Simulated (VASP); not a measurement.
Output of a VASP run:

OSZICAR:
```
       N       E                     dE             d eps       ncg     rms          rms(c)
DAV:   1     0.413962814426E+03    0.41396E+03   -0.17393E+04  5040   0.162E+03
DAV:   2     0.244602320990E+02   -0.38950E+03   -0.38303E+03  5464   0.451E+02
DAV:   3    -0.271958130698E+02   -0.51656E+02   -0.50584E+02  6648   0.181E+02
DAV:   4    -0.288100427702E+02   -0.16142E+01   -0.16132E+01  5632   0.371E+01
DAV:   5    -0.288671896241E+02   -0.57147E-01   -0.57136E-01  7000   0.641E+00    0.118E+01
DAV:   6    -0.246859995574E+02    0.41812E+01   -0.34754E+01  8096   0.448E+01    0.543E+00
DAV:   7    -0.244571021245E+02    0.22890E+00   -0.32919E+00  6600   0.133E+01    0.253E+00
DAV:   8    -0.244263012866E+02    0.30801E-01   -0.10328E+00  6904   0.713E+00    0.145E+00
DAV:   9    -0.243831833605E+02    0.43118E-01   -0.22753E-01  6384   0.415E+00    0.270E-01
DAV:  10    -0.243855246149E+02   -0.23413E-02   -0.27853E-02  5024   0.961E-01
   1 F= -.24385525E+02 E0= -.24385525E+02  d E =-.745664E-11
```

**OUTCAR**
```
------------------------ aborting loop because EDIFF is reached ----------------------------------------
  FORCE on cell =-STRESS in cart. coord.  units (eV):
  Direction    XX          YY          ZZ          XY          YZ          ZX
  --------------------------------------------------------------------------------------
  Total       -2.9963120     -2.9963120     -2.5812498      0.0000000      0.0000000      0.0000000
  in kB      -57.0575552    -57.0575552    -49.1536947      0.0000000      0.0000000      0.0000000
  external PRESSURE =     -54.4229351 kB  Pullay stress =       0.0000000 kB
  volume of cell :       84.14
      direct lattice vectors                 reciprocal lattice vectors
     3.999510000  0.000000000  0.000000000     0.250030629  0.000000000  0.000000000
     0.000000000  3.999510000  0.000000000     0.000000000  0.250030629  0.000000000
     0.000000000  0.000000000  5.259820000     0.000000000  0.000000000  0.190120574
 POSITION                                       TOTAL-FORCE (eV/Angst)
 -----------------------------------------------------------------------------------
      1.99975      0.00000      1.18856         0.000000     -0.000000     -0.307349
      0.00000      1.99975      4.07126         0.000000      0.000000      0.307349
      1.99975      1.99975      0.00000        -0.000000      0.000000      0.000000
      0.00000      0.00000      0.00000         0.000000      0.000000      0.000000
 -----------------------------------------------------------------------------------
    total drift:                                0.000000      0.000000      0.000000
  FREE ENERGIE OF THE ION-ELECTRON SYSTEM (eV)
  ---------------------------------------------------
  free  energy   TOTEN  =       -24.3855246149 eV

  energy  without entropy=      -24.3855246149  energy(sigma->0) =      -24.38552461
```
(Selected blocks of OUTCAR.)

**POSCAR**
```
PbO
1
    3.9995100000     0.0000000000     0.0000000000
    0.0000000000     3.9995100000     0.0000000000
    0.0000000000     0.0000000000     5.2598200000
Pb O
2 2
Direct
  0.5000000000   0.0000000000   0.2259700000
  0.0000000000   0.5000000000   0.7740300000
  0.5000000000   0.5000000000   0.0000000000
  0.0000000000   0.0000000000   0.0000000000
```

### Question
Write an INCAR and KPOINTS that could have produced this output.

### Answer
One answer among several that fit: the input of the run itself, LDA (Ceperley-Alder, Perdew-Zunger), plane waves, VASP's LDA PAW potentials (set 64).

**INCAR**
```
! general
SYSTEM =PbO
PREC   =Accurate
ENCUT  =400   ! plane-wave cut-off (eV)
LREAL  =.FALSE.   ! projection in real space or not
LASPH  =.TRUE.   ! aspherical one-centre terms

! electronic loop
EDIFF  =1E-02
NELM   =100
ALGO   =Normal   ! blocked Davidson
LMAXMIX=4

! smearing
ISMEAR =0
SIGMA  =0.1   ! width (eV)

! ions
ISIF   =2

! output
LWAVE  =.FALSE.
LCHARG =.FALSE.
```

KPOINTS:
```
Automatic
0
G
 11 11 8
```

POTCAR, in this order: Pb_d O (LDA.64 set). Program: vasp_std.

At this cut-off the stress carries a Pulay error, which pulls relaxed volumes low.

The structure comes from a computed database's PbO entry; how it stands against other phases isn't given here. The cell was not relaxed at this level. The run is one of a series of settings (EDIFF = 1E-02 against the base run), some of them coarse on purpose.
